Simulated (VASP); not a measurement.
Input:

```
CELL_PARAMETERS angstrom
      1.95199    -3.38094     0.00000
      1.95199     3.38094     0.00000
      0.00000     0.00000     6.04041
ATOMIC_POSITIONS crystal
  La 0.33333 0.66667 0.24546
  La 0.66667 0.33333 0.75454
  O  0.00000 0.00000 0.00000
  O  0.33333 0.66667 0.64572
  O  0.66667 0.33333 0.35428
```

Calculation: PBEsol GGA, VASP's PBE PAW potentials (set 64) (plane waves; VASP 6.6.1). Run with 520 eV cut-off, 7×7×4 Γ-centred mesh, tetrahedra with Blöchl corrections, potentials La O.

The cores are frozen, which limits the accuracy of field gradients.

Task: Give the principal components of the electric field gradient (V/Å²) and the asymmetry η at each nucleus.

Result: 
| atom | Vxx | Vyy | Vzz | η |
|---|---|---|---|---|
| La1 | -58.1 | -58.1 | 116.2 | 0.00 |
| La2 | -58.1 | -58.1 | 116.2 | 0.00 |
| O3 | 4.2 | 4.2 | -8.4 | 0.00 |
| O4 | -4.7 | -4.7 | 9.4 | 0.00 |
| O5 | -4.7 | -4.7 | 9.4 | 0.00 |

The compound is La2O3 in the a-type structure. It was relaxed first.
